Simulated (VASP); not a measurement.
Here is the system:

```
CELL_PARAMETERS angstrom
     -2.13509     2.13509     2.13509
      2.13509    -2.13509     2.13509
      2.13509     2.13509    -2.13509
ATOMIC_POSITIONS crystal
  Na 0.00000 0.00000 0.00000
```

These are revPBE GGA, VASP's PBE PAW potentials (set 64) (plane waves; VASP) values and carry that method's errors. Numerical set-up: 520 eV cut-off, Gaussian smearing of 0.050 eV, potentials Na_pv.

Estimate the band gap (along the path) with the smallest direct gap where there is one.

The band gap (along the path) is none (metal, semimetal or under 0.01 eV).

The compound is Na in the bcc structure. It was relaxed first.
